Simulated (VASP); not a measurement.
```yaml
crystal:
  lattice:
    - [0.00000, 2.97771, 2.97771]
    - [2.97771, 0.00000, 2.97771]
    - [2.97771, 2.97771, 0.00000]
  atoms:
    - { symbol: Hg, position: [0.00000, 0.00000, 0.00000] }
    - { symbol: S, position: [0.25000, 0.25000, 0.25000] }
```

All values below come from rev-vdW-DF2, VASP's PBE PAW potentials (set 64) (plane waves; VASP). Run with 520 eV cut-off, 10×10×10 Γ-centred mesh, first-order Methfessel-Paxton smearing of 0.10 eV, potentials Hg S.

Unless said otherwise, spin-orbit coupling is left out, though it shifts the bands of the heavy elements here.

Question: What does the run give for the energy per atom (σ→0), band gap (on the k-mesh) with the smallest direct gap where there is one?

Answer: 
The band gap (on the k-mesh) comes out as none (metal, semimetal or under 0.01 eV) and the energy per atom (σ→0) is -0.416 eV/atom.

Only differences to runs with the same potentials and settings are physical.

The compound is HgS in the zinc blende structure, metacinnabar; cinnabar is the stable form. It was relaxed first, which changed the volume by +6 %. The start is the result of an earlier pass.
